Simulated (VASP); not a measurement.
An input for Ansatz (written as the equivalent of a VASP run, and not itself run):

Ansatz 0.2 input:
```yaml
crystal:
  lattice:
    - [-1.6050000, 1.6050000, 3.9150000]
    - [1.6050000, -1.6050000, 3.9150000]
    - [1.6050000, 1.6050000, -3.9150000]
  atoms:
    - { symbol: Si, position: [0.6650000, 0.6650000, 0.0000000] }
    - { symbol: Si, position: [0.3350000, 0.3350000, 0.0000000] }
    - { symbol: W, position: [0.0000000, 0.0000000, 0.0000000] }
kpoints:
  mp_grid: { grid: [10, 10, 10] }
hamiltonian:
  xc: pbesol
  pseudopotentials: { kind: paw }
scf:
  occupations: { method: fermi_dirac, width: 0.1 }
  max_iter: 100
output: { forces: true, stress: true, eigenvalues: true }
```

Write the VASP files for the same calculation (PBEsol).

One answer among several that fit: 
**KPOINTS**
```
Automatic mesh
0
Gamma
10 10 10
0 0 0
```

### INCAR
```
! general
SYSTEM  = WSi2
PREC    = Accurate
ENCUT   = 300   ! plane-wave cut-off (eV)
LREAL   = .FALSE.
LASPH   = .TRUE.   ! aspherical one-centre terms

! electronic loop
EDIFF   = 1E-6
NELM    = 100
ALGO    = Normal   ! blocked Davidson
LMAXMIX = 6   ! l cut-off of mixed one-centre charges

! smearing
ISMEAR  = -1   ! Fermi-Dirac
SIGMA   = 0.1

! functional
GGA     = PS   ! PBEsol

! ions
ISIF    = 2   ! forces and stress, cell fixed

! output
LWAVE   = .FALSE.
LCHARG  = .FALSE.
```

**POSCAR**
```
WSi2
1
   -1.6050000000     1.6050000000     3.9150000000
    1.6050000000    -1.6050000000     3.9150000000
    1.6050000000     1.6050000000    -3.9150000000
Si W
2 1
Direct
  0.6650000000   0.6650000000   0.0000000000
  0.3350000000   0.3350000000   0.0000000000
  0.0000000000   0.0000000000   0.0000000000
```

POTCAR, in this order: Si W_sv (PBE.64 set). Program: vasp_std.

The two are equivalent in intent, not identical: each code has its own PAW files, so the cut-off isn't converted (ENCUT is set for VASP's; basis.ecutwfc is left out, and Ansatz then takes the one that its files recommend); Ansatz stops its SCF on the density residual and VASP on the energy change (EDIFF).

The structure is a typed WSi2 crystal. The cell was not relaxed at this level. The run is one of a series of settings (GGA = PS against the base run), some of them coarse on purpose.
